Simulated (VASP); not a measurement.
Here is the system:

```xyz
2
Lattice="0.0000 2.4831 2.4831 2.4831 0.0000 2.4831 2.4831 2.4831 0.0000" Properties=species:S:1:pos:R:3 pbc="T T T"
Ce     0.0000     0.0000     0.0000
O      2.4831     2.4831     2.4831
```

Computed with LDA (Ceperley-Alder, Perdew-Zunger), VASP's LDA PAW potentials (set 64) (plane waves; VASP). Settings: 400 eV cut-off, 15×15×15 Γ-centred mesh, Gaussian smearing of 0.10 eV, potentials Ce O.

Problem. Give the energies of bands 6 to 12 at the high-symmetry points, in eV from the Fermi level.

Solution. 
```
band      Γ      X      U      L      W
----  -----  -----  -----  -----  -----
6     -4.75  -4.27  -5.24  -6.68  -5.93
7     -4.75  -4.27  -5.07  -6.15  -4.13
8     -4.75  -3.71  -3.98  -6.15  -4.13
9     -0.20  -2.35  -0.91   0.08  -0.22
10     0.79   0.29   0.26   0.21  -0.22
11     0.79   0.39   0.28   0.21   0.41
12     0.79   0.48   0.45   0.62   0.41
```

It has no gap at this level: it comes out as a metal or semimetal.

The structure comes from a computed database's CeO entry (Fm-3m); how it stands against other phases isn't given here. The cell was not relaxed at this level. The run is not spin-polarised, so no magnetic state was tried.
